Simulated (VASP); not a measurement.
An input for Quantum ESPRESSO's pw.x (written as the equivalent of a VASP run, and not itself run):

```
&CONTROL
  calculation = 'vc-relax'
  pseudo_dir = './pseudo'
  outdir = './out'
  tprnfor = .true.
  tstress = .true.
  nstep = 30
  forc_conv_thr = 0.00039
/
&SYSTEM
  ibrav = 0
  nat = 2
  ntyp = 1
  ecutwfc = 84
  occupations = 'smearing'
  smearing = 'methfessel-paxton'
  degauss = 0.00735
  input_dft = 'vdw-df-obk8'
/
&ELECTRONS
  conv_thr = 7.3e-09
  electron_maxstep = 100
/
&IONS
/
&CELL
  cell_dofree = 'shape'
/
ATOMIC_SPECIES
  Ru 101.070 Ru.upf
CELL_PARAMETERS angstrom
     1.3346311   -2.3116491    0.0000000
     1.3346311    2.3116491    0.0000000
     0.0000000    0.0000000    4.2041948
ATOMIC_POSITIONS crystal
  Ru   0.3333330  0.6666670  0.2500000
  Ru   0.6666670  0.3333330  0.7500000
K_POINTS automatic
  15 15 9 0 0 0
```

**Question.** Write the VASP files for the same calculation (optB88-vdW).

**Answer.** One answer among several that fit: 
File POSCAR:
```
Ru
1
    1.3346311125    -2.3116490512     0.0000000000
    1.3346311125     2.3116490512     0.0000000000
    0.0000000000     0.0000000000     4.2041947987
Ru
2
Direct
  0.3333330000   0.6666670000   0.2500000000
  0.6666670000   0.3333330000   0.7500000000
```

INCAR:
```
AGGAC  =  0.0
ALGO  =  Normal
EDIFF  =  1E-7
EDIFFG  =  -0.01
ENCUT  =  520
GGA  =  BO
IBRION  =  2
ISIF  =  4
ISMEAR  =  1
LASPH  =  .TRUE.
LCHARG  =  .FALSE.
LMAXMIX  =  4
LREAL  =  .FALSE.
LUSE_VDW  =  .TRUE.
LWAVE  =  .FALSE.
NELM  =  100
NSW  =  30
PARAM1  =  0.1833333333
PARAM2  =  0.22
PREC  =  Accurate
SIGMA  =  0.1
SYSTEM  =  Ru
```

File KPOINTS:
```
Automatic mesh
0
G
 15 15 9
0 0 0
```

POTCAR, in this order: Ru_pv (PBE.64 set). Program: vasp_std.

What does not carry over: the potentials are each code's own (VASP's PAW set, PseudoDojo norm-conserving files in pw.x), so ENCUT and ecutwfc are chosen apart and not converted; conv_thr bounds pw.x's estimated SCF error, while EDIFF bounds the energy change between steps; forc_conv_thr acts on force components and is met together with etot_conv_thr.

The compound is Ru in the hcp structure. This cell is one point of a volume scan, at 0.94 of the reference volume. Symmetry was kept, so distortions that lower it aren't found.
